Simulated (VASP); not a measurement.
Method: MS2 meta-GGA, VASP's PBE PAW potentials (set 64) (plane waves; VASP).

VASP ran on this input.

**KPOINTS**
```
Automatic mesh
0
Gamma
8 8 8
0 0 0
```

### POSCAR
```
Ge
1
    0.0000000000     2.8741722647     2.8741722647
    2.8741722647     0.0000000000     2.8741722647
    2.8741722647     2.8741722647     0.0000000000
Ge
2
Direct
  0.0000000000   0.0000000000   0.0000000000
  0.2500000000   0.2500000000   0.2500000000
```

**INCAR**
```
LCHARG  =  .FALSE.
ENCUT  =  520   ! plane-wave cut-off (eV)
SYSTEM  =  Ge
METAGGA  =  MS2
SIGMA  =  0.05
ISIF  =  2   ! forces and stress, cell fixed
LREAL  =  .FALSE.   ! projection in real space or not
PREC  =  Accurate
LMIXTAU  =  .TRUE.
EDIFF  =  1E-7   ! SCF stop (eV)
LASPH  =  .TRUE.   ! aspherical one-centre terms
NELM  =  100
ISMEAR  =  0   ! Gaussian
LWAVE  =  .FALSE.
ALGO  =  Normal   ! blocked Davidson
LMAXMIX  =  4   ! l cut-off of mixed one-centre charges
```

POTCAR, in this order: Ge_d (PBE.64 set). Program: vasp_std.

The run wrote:

**OSZICAR**
```
       N       E                     dE             d eps       ncg     rms          rms(c)
DAV:   1     0.144794884213E+03    0.14479E+03   -0.13866E+04  1052   0.375E+03
DAV:   2    -0.258668181650E+01   -0.14738E+03   -0.14575E+03  1044   0.521E+02
DAV:   3    -0.219219908156E+02   -0.19335E+02   -0.19007E+02  1182   0.139E+02
DAV:   4    -0.225233601404E+02   -0.60137E+00   -0.60013E+00  1216   0.286E+01
DAV:   5    -0.225336281255E+02   -0.10268E-01   -0.10266E-01  1176   0.390E+00    0.439E+00
DAV:   6    -0.116036473301E+02    0.10930E+02   -0.60953E+00  1332   0.347E+01    0.189E+00
DAV:   7    -0.119107099465E+02   -0.30706E+00   -0.11173E+00  1054   0.905E+00    0.743E-01
DAV:   8    -0.113523869083E+02    0.55832E+00   -0.15092E+00  1044   0.941E+00    0.783E-01
DAV:   9    -0.114772295179E+02   -0.12484E+00   -0.72129E-02  1068   0.318E+00    0.526E-01
DAV:  10    -0.115027894360E+02   -0.25560E-01   -0.80549E-03  1206   0.100E+00    0.396E-01
DAV:  11    -0.115183690639E+02   -0.15580E-01   -0.10401E-02  1100   0.106E+00    0.256E-01
DAV:  12    -0.115246287575E+02   -0.62597E-02   -0.12280E-02  1052   0.963E-01    0.773E-02
DAV:  13    -0.115251414447E+02   -0.51269E-03   -0.14030E-03  1320   0.571E-01    0.706E-02
DAV:  14    -0.115254380774E+02   -0.29663E-03   -0.26952E-04  1054   0.186E-01    0.463E-02
DAV:  15    -0.115257453308E+02   -0.30725E-03   -0.13620E-03  1048   0.380E-01    0.180E-02
DAV:  16    -0.115258370214E+02   -0.91691E-04   -0.70240E-05  1096   0.819E-02    0.876E-03
DAV:  17    -0.115258562003E+02   -0.19179E-04   -0.10528E-05  1340   0.518E-02    0.282E-03
DAV:  18    -0.115258956692E+02   -0.39469E-04   -0.53969E-06  1052   0.257E-02    0.201E-03
DAV:  19    -0.115258893231E+02    0.63461E-05   -0.20671E-06  1044   0.184E-02    0.640E-04
DAV:  20    -0.115259020096E+02   -0.12686E-04   -0.10512E-06   836   0.126E-02    0.210E-04
DAV:  21    -0.115259011364E+02    0.87320E-06   -0.13864E-07   840   0.441E-03    0.117E-04
DAV:  22    -0.115259016610E+02   -0.52464E-06   -0.11216E-08   522   0.186E-03    0.153E-04
DAV:  23    -0.115259016111E+02    0.49985E-07   -0.39253E-09   522   0.117E-03
   1 F= -.11525902E+02 E0= -.11525884E+02  d E =-.358959E-04
```

File OUTCAR:
```
------------------------ aborting loop because EDIFF is reached ----------------------------------------
  FORCE on cell =-STRESS in cart. coord.  units (eV):
  Direction    XX          YY          ZZ          XY          YZ          ZX
  --------------------------------------------------------------------------------------
  Total       -1.0018083     -1.0018083     -1.0018083      0.0000000     -0.0000000     -0.0000000
  in kB      -33.8007891    -33.8007891    -33.8007891      0.0000000     -0.0000000     -0.0000000
  external PRESSURE =     -33.8007891 kB  Pullay stress =       0.0000000 kB
  volume of cell :       47.49
      direct lattice vectors                 reciprocal lattice vectors
     0.000000000  2.874172265  2.874172265    -0.173963129  0.173963129  0.173963129
     2.874172265  0.000000000  2.874172265     0.173963129 -0.173963129  0.173963129
     2.874172265  2.874172265  0.000000000     0.173963129  0.173963129 -0.173963129
 POSITION                                       TOTAL-FORCE (eV/Angst)
 -----------------------------------------------------------------------------------
      0.00000      0.00000      0.00000         0.000000      0.000000      0.000000
      1.43709      1.43709      1.43709        -0.000000     -0.000000     -0.000000
 -----------------------------------------------------------------------------------
    total drift:                                0.000000      0.000000      0.000000
  FREE ENERGIE OF THE ION-ELECTRON SYSTEM (eV)
  ---------------------------------------------------
  free  energy   TOTEN  =       -11.5259016111 eV

  energy  without entropy=      -11.5258657152  energy(sigma->0) =      -11.52588366
```
(Selected blocks of OUTCAR.)

### OUTCAR
```
 val. band max:        4.2697251605   @ k =   0.0000   0.0000   0.0000

 cond. band min:       4.3974948881   @ k =   0.0000   0.0000   0.0000


 Fermi energy:         4.3421567725

 k-point     1 :       0.0000    0.0000    0.0000
  band No.  band energies     occupation
      1     -20.4409      2.00000
      2     -20.4409      2.00000
      3     -20.4408      2.00000
      4     -20.3987      2.00000
      5     -20.3987      2.00000
      6     -20.2016      2.00000
      7     -20.2016      2.00000
      8     -20.2015      2.00000
      9     -20.1975      2.00000
     10     -20.1975      2.00000
     11      -8.2024      2.00000
     12       4.2690      1.96151
     13       4.2690      1.96144
     14       4.2697      1.95951
     15       4.3975      0.11754
     16       7.1406      0.00000
     17       7.1406      0.00000
     18       7.1411      0.00000

 k-point     2 :       0.1250    0.0000    0.0000
  band No.  band energies     occupation
      1     -20.4474      2.00000
      2     -20.4474      2.00000
      3     -20.4383      2.00000
      4     -20.3894      2.00000
      5     -20.3893      2.00000
      6     -20.2164      2.00000
      7     -20.2164      2.00000
      8     -20.2049      2.00000
      9     -20.1843      2.00000
     10     -20.1843      2.00000
     11      -8.0170      2.00000
     12       2.0159      2.00000
     13       3.9748      2.00000
     14       3.9755      2.00000
     15       5.4792      0.00000
     16       7.5513      0.00000
     17       7.5518      0.00000
     18       7.8617      0.00000

 k-point     3 :       0.2500    0.0000    0.0000
  band No.  band energies     occupation
      1     -20.4565      2.00000
      2     -20.4565      2.00000
      3     -20.4317      2.00000
      4     -20.3738      2.00000
      5     -20.3738      2.00000
      6     -20.2306      2.00000
      7     -20.2305      2.00000
      8     -20.2128      2.00000
      9     -20.1735      2.00000
...
```

The compound is Ge in the diamond structure. This cell is one point of a volume scan, at 1.06 of the reference volume.
